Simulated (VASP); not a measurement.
Output of a VASP run:

### OSZICAR
```
       N       E                     dE             d eps       ncg     rms          rms(c)
DAV:   1     0.681119355519E+02    0.68112E+02   -0.91810E+03   910   0.163E+03
DAV:   2    -0.219087946400E+02   -0.90021E+02   -0.86820E+02   965   0.283E+02
DAV:   3    -0.276373091155E+02   -0.57285E+01   -0.57013E+01  1130   0.722E+01
DAV:   4    -0.276896473816E+02   -0.52338E-01   -0.52328E-01   965   0.735E+00
DAV:   5    -0.276898979005E+02   -0.25052E-03   -0.25051E-03  1105   0.487E-01    0.523E+00
DAV:   6    -0.248712498512E+02    0.28186E+01   -0.18427E+00  1055   0.420E+01    0.496E+00
DAV:   7    -0.248305077146E+02    0.40742E-01   -0.48749E-01   910   0.140E+01    0.221E+00
DAV:   8    -0.248680557746E+02   -0.37548E-01   -0.16562E-01   945   0.456E+00    0.607E-01
DAV:   9    -0.248460451996E+02    0.22011E-01   -0.15938E-01   915   0.392E+00    0.232E-01
DAV:  10    -0.249079285186E+02   -0.61883E-01   -0.51929E-02   910   0.223E+00    0.973E-02
DAV:  11    -0.249094852787E+02   -0.15568E-02   -0.16742E-03  1030   0.515E-01    0.609E-02
DAV:  12    -0.249089242618E+02    0.56102E-03   -0.34278E-04   935   0.271E-01    0.234E-02
DAV:  13    -0.249094776236E+02   -0.55336E-03   -0.45125E-04   920   0.250E-01    0.971E-03
DAV:  14    -0.249095016017E+02   -0.23978E-04   -0.34739E-05   960   0.626E-02    0.395E-03
DAV:  15    -0.249095073960E+02   -0.57944E-05   -0.44538E-06  1275   0.434E-02    0.254E-03
DAV:  16    -0.249095094796E+02   -0.20836E-05   -0.11937E-06   930   0.153E-02    0.212E-03
DAV:  17    -0.249095098194E+02   -0.33978E-06   -0.35288E-07   950   0.957E-03    0.594E-04
DAV:  18    -0.249095096012E+02    0.21818E-06   -0.84832E-08   640   0.613E-03    0.245E-04
DAV:  19    -0.249095096025E+02   -0.12549E-08   -0.18273E-08   470   0.142E-03
   1 F= -.24909510E+02 E0= -.24909510E+02  d E =0.000000E+00
       N       E                     dE             ncg
       N       E                     dE             ncg
```

**OUTCAR**
```
------------------------ aborting loop because EDIFF is reached ----------------------------------------
  FORCE on cell =-STRESS in cart. coord.  units (eV):
  Direction    XX          YY          ZZ          XY          YZ          ZX
  --------------------------------------------------------------------------------------
  Total       -0.0188795     -0.0188795     -0.0188795      0.0000000      0.0000000     -0.0000000
  in kB       -0.6637623     -0.6637623     -0.6637623      0.0000000      0.0000000     -0.0000000
  external PRESSURE =      -0.6637623 kB  Pullay stress =       0.0000000 kB
  volume of cell :       45.57
      direct lattice vectors                 reciprocal lattice vectors
     0.000000000  2.835000000  2.835000000    -0.176366843  0.176366843  0.176366843
     2.835000000  0.000000000  2.835000000     0.176366843 -0.176366843  0.176366843
     2.835000000  2.835000000  0.000000000     0.176366843  0.176366843 -0.176366843
  FREE ENERGIE OF THE ION-ELECTRON SYSTEM (eV)
  ---------------------------------------------------
  free  energy   TOTEN  =       -24.9095096025 eV

  energy  without entropy=      -24.9095096025  energy(sigma->0) =      -24.90950960

 total charge

# of ion       s       p       d       tot
------------------------------------------
    1        0.511   0.442   9.803  10.756
    2        1.431   2.482   0.030   3.942
--------------------------------------------------
tot          1.941   2.924   9.833  14.698
```
(Selected blocks of OUTCAR.)

**POSCAR**
```
ZnSe
1
    0.0000000000     2.8350000000     2.8350000000
    2.8350000000     0.0000000000     2.8350000000
    2.8350000000     2.8350000000     0.0000000000
Zn Se
1 1
Direct
  0.0000000000   0.0000000000   0.0000000000
  0.2500000000   0.2500000000   0.2500000000
```

### Question
Reconstruct the remaining input files.

### Answer
Several could match; the one computed here: the input of the run itself, r2SCAN meta-GGA, plane waves, VASP's PBE PAW potentials (set 64).

**KPOINTS**
```
Automatic mesh
0
Gamma
9 9 9
0 0 0
```

INCAR:
```
SYSTEM = ZnSe
PREC = Accurate
ENCUT = 520
EDIFF = 1E-7
NELM = 100
ALGO = Normal
LREAL = .FALSE.
LASPH = .TRUE.
ISMEAR = -5
METAGGA = R2SCAN
LMIXTAU = .TRUE.
LMAXMIX = 4
LWAVE = .FALSE.
LCHARG = .FALSE.
LORBIT = 11
NEDOS = 601
ISIF = 2
```

**KPOINTS_OPT**
```
k-points along high-symmetry lines
10
Line-mode
Reciprocal
  0.000000   0.000000   0.000000 ! GAMMA
 -0.500000  -0.500000   0.000000 ! X

 -0.500000  -0.500000   0.000000 ! X
 -0.375000  -0.375000   0.250000 ! U

 -0.375000  -0.000000   0.375000 ! K
  0.000000   0.000000   0.000000 ! GAMMA

  0.000000   0.000000   0.000000 ! GAMMA
 -0.000000   0.000000   0.500000 ! L

 -0.000000   0.000000   0.500000 ! L
 -0.500000  -0.250000   0.250000 ! W

 -0.500000  -0.250000   0.250000 ! W
 -0.500000  -0.500000   0.000000 ! X
```

POTCAR, in this order: Zn Se (PBE.64 set). Program: vasp_std.

The compound is ZnSe in the zinc blende structure. The cell was not relaxed at this level.
